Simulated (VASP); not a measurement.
VASP input:

### INCAR
```
ALGO  =  Normal
EDIFF  =  1E-7
ENCUT  =  520
GGA  =  PS
ISIF  =  2
ISMEAR  =  -5
ISPIN  =  2
LASPH  =  .True.
LCHARG  =  .True.
LMAXMIX  =  4
LORBIT  =  11
LREAL  =  .False.
LWAVE  =  .False.
MAGMOM  =  2.5 0.5
NEDOS  =  601
NELM  =  100
PREC  =  Accurate
SYSTEM  =  CoO
```

**POSCAR**
```
CoO
1
    2.5704015458    -0.0000000000    -0.0000000000
   -0.0000000000     2.5704015458    -0.0000000000
    0.0000000000    -0.0000000000     2.5704015458
Co O
1 1
Direct
  0.0000000000   0.0000000000   0.0000000000
  0.5000000000   0.5000000000   0.5000000000
```

### KPOINTS
```
Automatic mesh
0
Gamma
16 16 16
0 0 0
```

POTCAR, in this order: Co O (PBE.64 set). Program: vasp_std.

### Question
Write an equivalent input for Quantum ESPRESSO's pw.x.

### Answer
One equivalent input (not run):
```
&CONTROL
  calculation = 'scf'
  pseudo_dir = './pseudo'
  outdir = './out'
  tprnfor = .true.
  tstress = .true.
/
&SYSTEM
  ibrav = 0
  nat = 2
  ntyp = 2
  ecutwfc = 96
  occupations = 'tetrahedra'
  input_dft = 'pbesol'
  nspin = 2
  starting_magnetization(1) = 0.25
  starting_magnetization(2) = 0.05
/
&ELECTRONS
  conv_thr = 7.3e-09
  electron_maxstep = 100
/
ATOMIC_SPECIES
  Co 58.933 Co.upf
  O 15.999 O.upf
CELL_PARAMETERS angstrom
     2.5704015   -0.0000000   -0.0000000
    -0.0000000    2.5704015   -0.0000000
     0.0000000   -0.0000000    2.5704015
ATOMIC_POSITIONS crystal
  Co   0.0000000  0.0000000  0.0000000
  O    0.5000000  0.5000000  0.5000000
K_POINTS automatic
  16 16 16 0 0 0
```
Limits of the translation: the potentials are each code's own (VASP's PAW set, PseudoDojo norm-conserving files in pw.x), so ENCUT and ecutwfc are chosen apart and not converted; conv_thr bounds pw.x's estimated SCF error, while EDIFF bounds the energy change between steps; starting_magnetization is a fraction of the valence charge and MAGMOM a moment in μB, so they match only roughly.

The structure was generated: CoO was put into the CsCl type type (Pm-3m), which need not be its known phase. It was relaxed first, which changed the volume by +9 %.
